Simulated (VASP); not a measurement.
Output of a VASP run:

OUTCAR:
```
 ion  position               nearest neighbor table
   1  0.000  0.000  0.000-
  LATTYP: Found a simple cubic cell.
 ALAT       =     1.8371280000
 Subroutine PRICEL returns:
 Original cell was already a primitive cell.
 Subroutine GETGRP returns: Found 48 space group operations
The static configuration has the point symmetry O_h .
The dynamic configuration has the point symmetry O_h .
 Subroutine INISYM returns: Found 48 space group operations
 Subroutine IBZKPT returns following result:
 Found     84 irreducible k-points:

 Following reciprocal coordinates:
            Coordinates               Weight
  0.000000  0.000000  0.000000      1.000000
  0.083333  0.000000  0.000000      6.000000
  0.166667  0.000000  0.000000      6.000000
  0.250000  0.000000  0.000000      6.000000
  0.333333  0.000000  0.000000      6.000000
  0.416667  0.000000  0.000000      6.000000
  0.500000  0.000000  0.000000      3.000000
  0.083333  0.083333  0.000000     12.000000
  0.166667  0.083333  0.000000     24.000000
  0.250000  0.083333  0.000000     24.000000
  0.333333  0.083333  0.000000     24.000000
  0.416667  0.083333  0.000000     24.000000
  0.500000  0.083333  0.000000     12.000000
  0.166667  0.166667  0.000000     12.000000
  0.250000  0.166667  0.000000     24.000000
  0.333333  0.166667  0.000000     24.000000
  0.416667  0.166667  0.000000     24.000000
  0.500000  0.166667  0.000000     12.000000
  0.250000  0.250000  0.000000     12.000000
  0.333333  0.250000  0.000000     24.000000
  0.416667  0.250000  0.000000     24.000000
  0.500000  0.250000  0.000000     12.000000
  0.333333  0.333333  0.000000     12.000000
  0.416667  0.333333  0.000000     24.000000
  0.500000  0.333333  0.000000     12.000000
  0.416667  0.416667  0.000000     12.000000
  0.500000  0.416667  0.000000     12.000000
  0.500000  0.500000  0.000000      3.000000
  0.083333  0.083333  0.083333      8.000000
  0.166667  0.083333  0.083333     24.000000
  0.250000  0.083333  0.083333     24.000000
  0.333333  0.083333  0.083333     24.000000
  0.416667  0.083333  0.083333     24.000000
  0.500000  0.083333  0.083333     12.000000
  0.166667  0.166667  0.083333     24.000000
  0.250000  0.166667  0.083333     48.000000
  0.333333  0.166667  0.083333     48.000000
  0.416667  0.166667  0.083333     48.000000
  0.500000  0.166667  0.083333     24.000000
  0.250000  0.250000  0.083333     24.000000
   k-points           NKPTS =     84   k-points in BZ     NKDIM =     84   number of bands    NBANDS=      5
   number of dos      NEDOS =    301   number of ions     NIONS =      1
   total plane-waves  NPLWV =   1728
   dimension x,y,z NGX =    12 NGY =   12 NGZ =   12
   dimension x,y,z NGXF=    24 NGYF=   24 NGZF=   24
   ions per type =               1
   PREC   = accura    normal or accurate (medium, high low for compatibility)
   ISTART =      0    job   : 0-new  1-cont  2-samecut
   ICHARG =      2    charge: 1-file 2-atom 10-const
   ISPIN  =      1    spin polarized calculation?
   LNONCOLLINEAR =      F non collinear calculations
   LSORBIT =      F    spin-orbit coupling
   INIWAV =      1    electr: 0-lowe 1-rand  2-diag
   ENCUT  =  400.0 eV  29.40 Ry    5.42 a.u.   3.00  3.00  3.00*2*pi/ulx,y,z
   NELM   =    100;   NELMIN=  2; NELMDL= -5     # of ELM steps
   EDIFF  = 0.1E-05   stopping-criterion for ELM
   LREAL  =      F    real-space projection
   NLSPLINE    = F    spline interpolate recip. space projectors
   LMAXMIX     =    2 max onsite mixed and CHGCAR
   VOSKOWN=      0    Vosko Wilk Nusair interpolation
   EDIFFG = 0.1E-04   stopping-criterion for IOM
   NSW    =      0    number of steps for IOM
   NBLOCK =      1;   KBLOCK =      1    inner block; outer block
   IBRION =     -1    ionic relax: 0-MD 1-quasi-New 2-CG
   NFREE  =      0    steps in history (QN), initial steepest desc. (CG)
...
```

### OSZICAR
```
       N       E                     dE             d eps       ncg     rms          rms(c)
DAV:   1    -0.290647226754E+01   -0.29065E+01   -0.13729E+03   910   0.397E+02
DAV:   2    -0.558392534463E+01   -0.26775E+01   -0.23353E+01  1055   0.483E+01
DAV:   3    -0.559082006750E+01   -0.68947E-02   -0.68928E-02   945   0.266E+00
DAV:   4    -0.559082076485E+01   -0.69734E-06   -0.69719E-06  1120   0.264E-02
DAV:   5    -0.559082076438E+01    0.46481E-09   -0.58887E-10   925   0.191E-04    0.181E+00
DAV:   6    -0.557387580375E+01    0.16945E-01   -0.48766E-03   925   0.670E-01    0.111E+00
DAV:   7    -0.556700019186E+01    0.68756E-02   -0.74713E-03   975   0.857E-01    0.761E-02
DAV:   8    -0.556702413861E+01   -0.23947E-04   -0.45188E-05   920   0.752E-02    0.111E-02
DAV:   9    -0.556702255073E+01    0.15879E-05   -0.43534E-06   940   0.211E-02    0.387E-03
DAV:  10    -0.556702267095E+01   -0.12022E-06   -0.44771E-08   475   0.258E-03
   1 F= -.55670227E+01 E0= -.55617500E+01  d E =-.105453E-01
```

### OUTCAR
```
------------------------ aborting loop because EDIFF is reached ----------------------------------------
  FORCE on cell =-STRESS in cart. coord.  units (eV):
  Direction    XX          YY          ZZ          XY          YZ          ZX
  --------------------------------------------------------------------------------------
  Total        0.8402672      0.8402672      0.8402672     -0.0000000      0.0000000     -0.0000000
  in kB      217.1249560    217.1249560    217.1249560     -0.0000000      0.0000000     -0.0000000
  external PRESSURE =     217.1249560 kB  Pullay stress =       0.0000000 kB
  volume of cell :        6.20
      direct lattice vectors                 reciprocal lattice vectors
     1.837128000  0.000000000  0.000000000     0.544327886  0.000000000  0.000000000
     0.000000000  1.837128000  0.000000000     0.000000000  0.544327886  0.000000000
     0.000000000  0.000000000  1.837128000     0.000000000  0.000000000  0.544327886
 POSITION                                       TOTAL-FORCE (eV/Angst)
 -----------------------------------------------------------------------------------
      0.00000      0.00000      0.00000         0.000000      0.000000      0.000000
 -----------------------------------------------------------------------------------
    total drift:                               -0.000000      0.000000     -0.000000
  FREE ENERGIE OF THE ION-ELECTRON SYSTEM (eV)
  ---------------------------------------------------
  free  energy   TOTEN  =        -5.5670226710 eV

  energy  without entropy=       -5.5564773352  energy(sigma->0) =       -5.56175000
```
(Selected blocks of OUTCAR.)

POSCAR:
```
B
1
    1.8371280000     0.0000000000     0.0000000000
    0.0000000000     1.8371280000     0.0000000000
    0.0000000000     0.0000000000     1.8371280000
B
1
Direct
  0.0000000000   0.0000000000   0.0000000000
```

Task: Write an INCAR and KPOINTS that could have produced this output.

Result: One answer among several that fit: the input of the run itself, PBE GGA, plane waves, VASP's PBE PAW potentials (set 64).

**INCAR**
```
SYSTEM=B
PREC=Accurate; ENCUT=400; LREAL=.FALSE.
LASPH=.TRUE.
EDIFF=1E-6; NELM=100; ALGO=Normal
ISMEAR=-1; SIGMA=0.1
GGA=PE
ISIF=2
LWAVE=.FALSE.; LCHARG=.FALSE.
```

**KPOINTS**
```
Automatic mesh
0
Gamma
12 12 12
0 0 0
```

POTCAR, in this order: B (PBE.64 set). Program: vasp_std.

At this cut-off the stress carries a Pulay error, which pulls relaxed volumes low.

The structure was generated: B was put into an ordered model structure, which need not be its known phase. The cell was not relaxed at this level.
